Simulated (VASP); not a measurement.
Output of a VASP run:

**OSZICAR**
```
       N       E                     dE             d eps       ncg     rms          rms(c)
DAV:   1    -0.514694318053E+03   -0.51469E+03   -0.22215E+01   356   0.125E+01    0.936E+00
DAV:   2    -0.514854020018E+03   -0.15970E+00   -0.75529E-01   424   0.150E+00    0.640E+00
DAV:   3    -0.514805673923E+03    0.48346E-01   -0.25217E-02   400   0.370E-01    0.373E+00
DAV:   4    -0.514785582743E+03    0.20091E-01   -0.16887E-02   392   0.235E-01    0.211E+00
DAV:   5    -0.514779462726E+03    0.61200E-02   -0.40455E-03   416   0.121E-01    0.117E+00
DAV:   6    -0.514777213818E+03    0.22489E-02   -0.10607E-03   408   0.763E-02    0.649E-01
DAV:   7    -0.514776480775E+03    0.73304E-03   -0.44427E-04   400   0.500E-02    0.358E-01
DAV:   8    -0.514776244050E+03    0.23672E-03   -0.11401E-04   408   0.257E-02    0.199E-01
DAV:   9    -0.514776167554E+03    0.76496E-04   -0.40954E-05   326   0.155E-02    0.110E-01
DAV:  10    -0.514776146704E+03    0.20850E-04   -0.16811E-05   224   0.968E-03    0.600E-02
DAV:  11    -0.514776142552E+03    0.41519E-05   -0.59901E-06   222   0.499E-03
   1 F= -.51477614E+03 E0= -.51477614E+03  d E =-.355192E-11
```

OUTCAR:
```
------------------------ aborting loop because EDIFF is reached ----------------------------------------
  volume of cell :      866.68
      direct lattice vectors                 reciprocal lattice vectors
     4.868317893 -8.432173817  0.000000000     0.102704879 -0.059296690  0.000000000
     4.868317893  8.432173817  0.000000000     0.102704879  0.059296690  0.000000000
     0.000000000  0.000000000 10.556283981     0.000000000  0.000000000  0.094730305
  FREE ENERGIE OF THE ION-ELECTRON SYSTEM (eV)
  ---------------------------------------------------
  free  energy   TOTEN  =      -514.7761425518 eV

  energy  without entropy=     -514.7761425518  energy(sigma->0) =     -514.77614255

  exchange ACFDT corr.  =         0.00000000  see jH, gK, PRB 81, 115126
```
(Selected blocks of OUTCAR.)

File POSCAR:
```
Ga35GeN35
1
    4.8683178927    -8.4321738171     0.0000000000
    4.8683178927     8.4321738171     0.0000000000
    0.0000000000     0.0000000000    10.5562839806
Ga N Ge
35 35 1
Direct
  0.2233306604   0.1101883029   0.2486693904
  0.1103931063   0.2205141932   0.9980455759
  0.2243728297   0.1109331135   0.7513441108
  0.1043299802   0.2066080886   0.5058816505
  0.2217825155   0.4440229167   0.2277679660
  0.1104064613   0.5565011547   0.9981666193
  0.2232748050   0.4450526542   0.7515481044
  0.1040052298   0.5642904592   0.5059265754
  0.2233138317   0.7796253912   0.2487187692
  0.1110036329   0.8888296544   0.9999175172
  0.2243187703   0.7799917602   0.7513504429
  0.1110417630   0.8888334115   0.5014121871
  0.5558915544   0.1110992343   0.2489075035
  0.4447987602   0.2225125077   0.9995952744
  0.5562829745   0.1114247883   0.7512453067
  0.4455684211   0.2214999559   0.5016795126
  0.5556800967   0.4436649949   0.2495030735
  0.4462313874   0.5563511105   0.9980625445
  0.5573546585   0.4439465762   0.7489356007
  0.5556287530   0.7783121628   0.2494341604
  0.4447683796   0.8887960944   0.9996134152
  0.5574130671   0.7799510047   0.7490809878
  0.4457399429   0.8907563707   0.5017305420
  0.8867340532   0.1100409685   0.2488533605
  0.7775192326   0.2220382378   0.9998213939
  0.8877364472   0.1109918545   0.7513274063
  0.7770337251   0.2218234129   0.5021875264
  0.8866657489   0.4431460351   0.2488552144
  0.7774860250   0.5557318769   0.9996872747
  0.8876515251   0.4433549198   0.7514066444
  0.7785279115   0.5594141116   0.5023324224
  0.8888014636   0.7776229355   0.2490466158
  0.7775528239   0.8884800124   0.9996066735
  0.8905525216   0.7785829148   0.7516226180
  0.7786465196   0.8859014295   0.5023231711
  0.2241662993   0.1123890157   0.4377956661
  0.1101151346   0.2204826769   0.1894909410
  0.2223666275   0.1111672598   0.9386958357
  0.1121599864   0.2230963287   0.6895932162
  0.1101682858   0.5560646298   0.1897074425
  0.2227418963   0.4447610239   0.9395679729
  0.1119102269   0.5556699331   0.6895134854
  0.2241706016   0.7784317433   0.4378057179
  0.1109876010   0.8887313317   0.1883453051
  0.2223474148   0.7777776728   0.9387188954
  0.1122461996   0.8894289396   0.6885121011
  0.5566114675   0.1115515868   0.4377502023
  0.4448598365   0.2228423917   0.1886408276
  0.5554804301   0.1109956524   0.9388776231
  0.4453961338   0.2225551634   0.6883412655
  0.5526004697   0.4488807253   0.4411182315
  0.4454010580   0.5558405606   0.1887630199
  0.5551936118   0.4449741236   0.9367133547
  0.4460845522   0.5563379760   0.6818929071
  0.5525267457   0.7701615906   0.4411402879
  0.4448463953   0.8884227895   0.1886195491
  0.5552023282   0.7766627923   0.9367733209
  0.4453372012   0.8893421509   0.6884455991
  0.8888766574   0.1115088151   0.4382552597
  0.7778719997   0.2221810045   0.1881326362
  0.8888841688   0.1108990497   0.9386806748
  0.7782312916   0.2224460356   0.6890519698
  0.8886177826   0.4439839890   0.4382214443
  0.7766293935   0.5549465122   0.1887368460
  0.8888900589   0.4446150615   0.9388381109
  0.7790569579   0.5565010811   0.6888823707
  0.8904875996   0.7785382916   0.4376317273
  0.7766283008   0.8881604946   0.1887366533
  0.8890037811   0.7777752597   0.9391195828
  0.7791288850   0.8893150478   0.6888101548
  0.4315250409   0.5490836895   0.4978206497
```

**Question.** Reconstruct the remaining input files.

**Answer.** This is not unique; one that fits is the input of the run itself, HSE06 screened hybrid, plane waves, VASP's PBE PAW potentials (set 64).

**KPOINTS**
```
Automatic mesh
0
Gamma
1 1 1
0 0 0
```

### INCAR
```
SYSTEM = Ga35GeN35
PREC = Normal; ENCUT = 400; LREAL = Auto
LASPH = .True.; ISYM = 0
EDIFF = 1E-5; NELM = 50; NELMIN = 4
ALGO = Normal; LMAXMIX = 4
ISMEAR = 0; SIGMA = 0.05
GGA = PE; LHFCALC = .True.; AEXX = 0.25
HFSCREEN = 0.2; PRECFOCK = Fast
ISIF = 0
LWAVE = .False.; LCHARG = .False.
```

POTCAR, in this order: Ga N Ge (PBE.64 set). Program: vasp_gam. Read from the step before: WAVECAR.

The supercell is sampled at Γ alone, which is coarse: total energies, pressure and levels can be off, energies of defects by several tenths of an eV.

The cell is a supercell with a defect, built from GaN (wurtzite): Ge_Ga-vac_N. The cell's shape comes from a PBE relaxation. The run is not spin-polarised, so no state with unpaired spins was tried.
